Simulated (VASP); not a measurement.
The input files of a VASP run:

### KPOINTS
```
Regular mesh
0
Gamma
6 6 6
```

### INCAR
```
SYSTEM = CsCl
PREC = Accurate
ENCUT = 520
EDIFF = 1E-6
NELM = 100
ALGO = Normal
LREAL = .FALSE.
LASPH = .TRUE.
ISMEAR = 0
SIGMA = 0.05
GGA = CX
LUSE_VDW = .TRUE.
AGGAC = 0.0
LMAXMIX = 4
LWAVE = .FALSE.
LCHARG = .FALSE.
IBRION = 2
ISIF = 3
NSW = 60
EDIFFG = -0.01
```

**POSCAR**
```
CsCl
1
    4.1200000000     0.0000000000     0.0000000000
    0.0000000000     4.1200000000     0.0000000000
    0.0000000000     0.0000000000     4.1200000000
Cs Cl
1 1
Direct
  0.0000000000   0.0000000000   0.0000000000
  0.5000000000   0.5000000000   0.5000000000
```

POTCAR, in this order: Cs_sv Cl (PBE.64 set). Program: vasp_std.

**Question.** Translate this vdW-DF-cx calculation to Quantum ESPRESSO's pw.x.

**Answer.** One equivalent input (not run):
```
&CONTROL
  calculation = 'vc-relax'
  pseudo_dir = './pseudo'
  outdir = './out'
  tprnfor = .true.
  tstress = .true.
  nstep = 60
  forc_conv_thr = 0.00039
/
&SYSTEM
  ibrav = 0
  nat = 2
  ntyp = 2
  ecutwfc = 58
  occupations = 'smearing'
  smearing = 'gaussian'
  degauss = 0.003675
  input_dft = 'vdw-df-cx'
/
&ELECTRONS
  conv_thr = 7.3e-08
  electron_maxstep = 100
/
&IONS
/
&CELL
/
ATOMIC_SPECIES
  Cs 132.905 Cs.upf
  Cl 35.450 Cl.upf
CELL_PARAMETERS angstrom
     4.1200000    0.0000000    0.0000000
     0.0000000    4.1200000    0.0000000
     0.0000000    0.0000000    4.1200000
ATOMIC_POSITIONS crystal
  Cs   0.0000000  0.0000000  0.0000000
  Cl   0.5000000  0.5000000  0.5000000
K_POINTS automatic
  6 6 6 0 0 0
```
What does not carry over: the potentials are each code's own (VASP's PAW set, PseudoDojo norm-conserving files in pw.x), so ENCUT and ecutwfc are chosen apart and not converted; conv_thr bounds pw.x's estimated SCF error, while EDIFF bounds the energy change between steps; forc_conv_thr acts on force components and is met together with etot_conv_thr.

The compound is CsCl in the CsCl type structure. This run relaxes it. Symmetry was kept, so distortions that lower it aren't found.
